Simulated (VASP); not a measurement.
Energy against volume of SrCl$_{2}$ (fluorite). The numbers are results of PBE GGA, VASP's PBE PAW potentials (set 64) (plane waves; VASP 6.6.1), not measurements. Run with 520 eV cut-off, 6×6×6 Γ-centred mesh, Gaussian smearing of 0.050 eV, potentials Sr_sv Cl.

```
V (Å³/atom)  E (eV/atom)
-----------  -----------
28.208          -4.26010
29.080          -4.26380
29.952          -4.26188
30.825          -4.25522
```

### Question
Fit these four points and predict the energy of the run at 27.335 Å³/atom.

### Answer
A cubic in V^(−2/3), the third-order Birch-Murnaghan form, passes through the four points with V0 = 29.19 Å³/atom and B0 = 34 GPa, and gives -4.2497 eV/atom there. The run gave -4.2498 eV/atom, -0.1 meV/atom from the fit; all five points give B0 = 34 GPa.

The compound is SrCl2 in the fluorite structure. It was relaxed first.
